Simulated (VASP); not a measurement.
An input for Ansatz (written as the equivalent of a VASP run, and not itself run):

Ansatz 0.2 input:
```yaml
crystal:
  lattice:
    - [1.5493272, 0.8945044, 6.1094782]
    - [-1.5493272, 0.8945044, 6.1094782]
    - [0.0000000, -1.7890088, 6.1094782]
  atoms:
    - { symbol: Pt, position: [1.0000000, 1.0000000, 1.0000000] }
    - { symbol: Sc, position: [0.5000000, 0.5000000, 0.5000000] }
    - { symbol: O, position: [0.1093226, 0.1093226, 0.1093226] }
    - { symbol: O, position: [0.8906774, 0.8906774, 0.8906774] }
kpoints:
  mp_grid: { grid: [10, 10, 10] }
hamiltonian:
  xc: pbesol
  pseudopotentials: { kind: paw }
scf:
  occupations: { method: methfessel_paxton, width: 0.1 }
  max_iter: 100
output: { forces: true, stress: true, eigenvalues: true }
```

Task: Write the VASP files for the same calculation (PBEsol).

Result: One answer among several that fit: 
File KPOINTS:
```
Regular mesh
0
gamma
  10 10 10
```

**INCAR**
```
ALGO = Normal
EDIFF = 1E-7
ENCUT = 600
GGA = PS
ISIF = 2
ISMEAR = 1
LASPH = .TRUE.
LCHARG = .FALSE.
LMAXMIX = 6
LREAL = .FALSE.
LWAVE = .FALSE.
NELM = 100
PREC = Accurate
SIGMA = 0.1
SYSTEM = ScPtO2
```

POSCAR:
```
ScPtO2
1
    1.5493272320     0.8945043820     6.1094781582
   -1.5493272320     0.8945043820     6.1094781582
    0.0000000000    -1.7890087640     6.1094781582
Pt Sc O
1 1 2
Direct
  1.0000000000   1.0000000000   1.0000000000
  0.5000000000   0.5000000000   0.5000000000
  0.1093225538   0.1093225538   0.1093225538
  0.8906774462   0.8906774462   0.8906774462
```

POTCAR, in this order: Pt Sc_sv O (PBE.64 set). Program: vasp_std.

The two are equivalent in intent, not identical: each code has its own PAW files, so the cut-off isn't converted (ENCUT is set for VASP's; basis.ecutwfc is left out, and Ansatz then takes the one that its files recommend); Ansatz stops its SCF on the density residual and VASP on the energy change (EDIFF).

The structure was generated: ScPtO2 was put into the delafossite type (R-3m), which need not be its known phase. It was relaxed first.
